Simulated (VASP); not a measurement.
An input for Quantum ESPRESSO's pw.x (written as the equivalent of a VASP run, and not itself run):

```
&CONTROL
  calculation = 'vc-relax'
  pseudo_dir = './pseudo'
  outdir = './out'
  tprnfor = .true.
  tstress = .true.
  nstep = 40
  forc_conv_thr = 0.00078
/
&SYSTEM
  ibrav = 0
  nat = 2
  ntyp = 1
  ecutwfc = 62
  occupations = 'smearing'
  smearing = 'methfessel-paxton'
  degauss = 0.00735
  input_dft = 'pbesol'
/
&ELECTRONS
  conv_thr = 7.3e-08
  electron_maxstep = 100
/
&IONS
/
&CELL
  press = 50
/
ATOMIC_SPECIES
  Tl 204.380 Tl.upf
CELL_PARAMETERS angstrom
     1.6809225   -2.9114433    0.0000000
     1.6809225    2.9114433    0.0000000
     0.0000000    0.0000000    5.2649194
ATOMIC_POSITIONS crystal
  Tl   0.3333330  0.6666670  0.2500000
  Tl   0.6666670  0.3333330  0.7500000
K_POINTS automatic
  12 12 7 0 0 0
```

### Question
Write the VASP files for the same calculation (PBEsol).

### Answer
One answer among several that fit: 
### POSCAR
```
Tl
1
    1.6809224792    -2.9114432653     0.0000000000
    1.6809224792     2.9114432653     0.0000000000
    0.0000000000     0.0000000000     5.2649194309
Tl
2
Direct
  0.3333330000   0.6666670000   0.2500000000
  0.6666670000   0.3333330000   0.7500000000
```

### INCAR
```
! general
SYSTEM  = Tl
PREC    = Accurate
ENCUT   = 500
LREAL   = F
LASPH   = T

! electronic loop
EDIFF   = 1E-6
NELM    = 100
ALGO    = Normal
LMAXMIX = 4

! smearing
ISMEAR  = 1
SIGMA   = 0.1

! functional
GGA     = PS

! ions
IBRION  = 2
NSW     = 40
ISIF    = 3
EDIFFG  = -0.02
PSTRESS = 50

! output
LWAVE   = F
LCHARG  = F
```

KPOINTS:
```
K-points
0
Gamma
 12 12 7
0 0 0
```

POTCAR, in this order: Tl_d (PBE.64 set). Program: vasp_std.

What does not carry over: the potentials are each code's own (VASP's PAW set, PseudoDojo norm-conserving files in pw.x), so ENCUT and ecutwfc are chosen apart and not converted; conv_thr bounds pw.x's estimated SCF error, while EDIFF bounds the energy change between steps; forc_conv_thr acts on force components and is met together with etot_conv_thr.

The compound is Tl in the hcp structure. It was relaxed first under an external pressure of 5 GPa.
